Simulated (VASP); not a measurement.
These are PBE GGA with D3 dispersion (zero damping), VASP's PBE PAW potentials (set 64) (plane waves; VASP) values and carry that method's errors.

Input for VASP

### POSCAR
```
Be
1
    1.1050241893    -1.9139578796     0.0000000000
    1.1050241893     1.9139578796     0.0000000000
    0.0000000000     0.0000000000     3.4772136746
Be
2
Direct
  0.3333330000   0.6666670000   0.2500000000
  0.6666670000   0.3333330000   0.7500000000
```

KPOINTS:
```
K-points
0
Gamma
  19 19 10
```

INCAR:
```
# general
SYSTEM  =  Be
PREC    =  Accurate
ENCUT   =  520
LREAL   =  .FALSE.   # projection in real space or not
LASPH   =  .TRUE.   # aspherical one-centre terms

# electronic loop
EDIFF   =  1E-7
NELM    =  100
ALGO    =  Normal

# smearing
ISMEAR  =  1   # Methfessel-Paxton
SIGMA   =  0.1

# functional
GGA     =  PE
IVDW    =  11

# ions
IBRION  =  2   # conjugate gradients
NSW     =  30   # most ionic steps
ISIF    =  4   # ions and shape, fixed volume
EDIFFG  =  -0.01   # ionic stop

# output
LWAVE   =  .FALSE.
LCHARG  =  .FALSE.
```

POTCAR, in this order: Be (PBE.64 set). Program: vasp_std.

The run wrote:

File OSZICAR:
```
       N       E                     dE             d eps       ncg     rms          rms(c)
DAV:   1    -0.217359148131E+01   -0.21736E+01   -0.17962E+03  2880   0.549E+02
DAV:   2    -0.755029548224E+01   -0.53767E+01   -0.52052E+01  4392   0.674E+01
DAV:   3    -0.758242084846E+01   -0.32125E-01   -0.32124E-01  3762   0.478E+00
DAV:   4    -0.758246473014E+01   -0.43882E-04   -0.43881E-04  4284   0.140E-01
DAV:   5    -0.758246473929E+01   -0.91509E-08   -0.92199E-08  3702   0.142E-03    0.130E+00
DAV:   6    -0.752546443515E+01    0.57000E-01   -0.85593E-03  3246   0.143E+00    0.802E-01
DAV:   7    -0.750410916136E+01    0.21355E-01   -0.88540E-03  3204   0.147E+00    0.335E-02
DAV:   8    -0.750408398674E+01    0.25175E-04   -0.15326E-05  4110   0.468E-02    0.115E-02
DAV:   9    -0.750408218059E+01    0.18061E-05   -0.33038E-06  3654   0.224E-02    0.958E-04
DAV:  10    -0.750408213802E+01    0.42564E-07   -0.30657E-09  3438   0.498E-04
   1 F= -.80027565E+01 E0= -.80027577E+01  d E =-.800276E+01
       N       E                     dE             d eps       ncg     rms          rms(c)
DAV:   1    -0.750438859277E+01   -0.30641E-03   -0.49765E-03  3642   0.478E-01    0.253E-02
DAV:   2    -0.750438452663E+01    0.40661E-05   -0.21129E-05  3540   0.433E-02    0.153E-02
DAV:   3    -0.750438078775E+01    0.37389E-05   -0.21347E-06  3906   0.914E-03    0.204E-04
DAV:   4    -0.750438078723E+01    0.52354E-09   -0.17431E-08  2976   0.134E-03
   2 F= -.80032197E+01 E0= -.80032392E+01  d E =-.463224E-03
```

**OUTCAR**
```
------------------------ aborting loop because EDIFF is reached ----------------------------------------
 Edisp (eV)   -0.49884
  FORCE on cell =-STRESS in cart. coord.  units (eV):
  Direction    XX          YY          ZZ          XY          YZ          ZX
  --------------------------------------------------------------------------------------
  Total       0.36384     0.36384     0.37391     0.00000     0.00000     0.00000
  in kB      39.63318    39.63318    40.72971     0.00000     0.00000     0.00000
  external pressure =       40.00 kB  Pullay stress =        0.00 kB
  volume of cell :       14.71
      direct lattice vectors                 reciprocal lattice vectors
     1.102941776 -1.910351032 -0.000000000     0.453333087 -0.261732002  0.000000000
     1.102941776  1.910351032  0.000000000     0.453333087  0.261732002  0.000000000
    -0.000000000  0.000000000  3.490356408     0.000000000 -0.000000000  0.286503693
 POSITION                                       TOTAL-FORCE (eV/Angst)
 -----------------------------------------------------------------------------------
      1.10294      0.63678      0.87259         0.000000      0.000000      0.000000
      1.10294     -0.63678      2.61777        -0.000000     -0.000000      0.000000
 -----------------------------------------------------------------------------------
    total drift:                                0.000000     -0.000004      0.000005
  FREE ENERGIE OF THE ION-ELECTRON SYSTEM (eV)
  ---------------------------------------------------
  free  energy   TOTEN  =        -8.0032197197 eV

  energy  without entropy=       -8.0032782400  energy(sigma->0) =       -8.00323923

 reached required accuracy - stopping structural energy minimisation
```
(Selected blocks of OUTCAR.)

**CONTCAR**
```
Be
   1.00000000000000
     1.1029417758089823   -1.9103510316517824   -0.0000000000000000
     1.1029417758089823    1.9103510316517824    0.0000000000000000
    -0.0000000000000000    0.0000000000000000    3.4903564076434925
  Be
     2
Direct
     0.3333330000000032    0.6666669999999968    0.2500000000000000
     0.6666669999999968    0.3333330000000032    0.7500000000000000
```

The compound is Be in the hcp structure. This cell is one point of a volume scan, at 0.97 of the reference volume. Symmetry was kept, so distortions that lower it aren't found.
